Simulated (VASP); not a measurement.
The input files of a VASP run:

### KPOINTS
```
Automatic mesh
0
Gamma
6 6 6
0 0 0
```

POSCAR:
```
Li2Se
1
    0.0000000000     3.0000000000     3.0000000000
    3.0000000000     0.0000000000     3.0000000000
    3.0000000000     3.0000000000     0.0000000000
Li Se
2 1
Direct
  0.2500000000   0.2500000000   0.2500000000
  0.7500000000   0.7500000000   0.7500000000
  0.0000000000   0.0000000000   0.0000000000
```

### INCAR
```
PREC  =  Accurate
SYSTEM  =  Li2Se
LCHARG  =  .FALSE.
GGA  =  PE
SIGMA  =  0.05
ALGO  =  Normal   ! blocked Davidson
LASPH  =  .TRUE.   ! aspherical one-centre terms
ENCUT  =  600   ! plane-wave cut-off (eV)
LMAXMIX  =  4   ! l cut-off of mixed one-centre charges
LWAVE  =  .FALSE.
NELM  =  100   ! most electronic steps
LREAL  =  .FALSE.   ! projection in real space or not
ISMEAR  =  0
EDIFF  =  1E-7
ISIF  =  2   ! forces and stress, cell fixed
```

POTCAR, in this order: Li_sv Se (PBE.64 set). Program: vasp_std.

### Question
Write an equivalent input for Ansatz.

### Answer
One equivalent input (not run):
Ansatz 0.2 input:
```yaml
crystal:
  lattice:
    - [0.0000000, 3.0000000, 3.0000000]
    - [3.0000000, 0.0000000, 3.0000000]
    - [3.0000000, 3.0000000, 0.0000000]
  atoms:
    - { symbol: Li, position: [0.2500000, 0.2500000, 0.2500000] }
    - { symbol: Li, position: [0.7500000, 0.7500000, 0.7500000] }
    - { symbol: Se, position: [0.0000000, 0.0000000, 0.0000000] }
kpoints:
  mp_grid: { grid: [6, 6, 6] }
hamiltonian:
  xc: pbe
  pseudopotentials: { kind: paw }
scf:
  occupations: { method: gaussian, width: 0.05 }
  max_iter: 100
output: { forces: true, stress: true, eigenvalues: true }
```
Limits of the translation: each code has its own PAW files, so the cut-off isn't converted (ENCUT is set for VASP's; basis.ecutwfc is left out, and Ansatz then takes the one that its files recommend); Ansatz stops its SCF on the density residual and VASP on the energy change (EDIFF).

The compound is Li2Se in the antifluorite structure. The cell was not relaxed at this level.
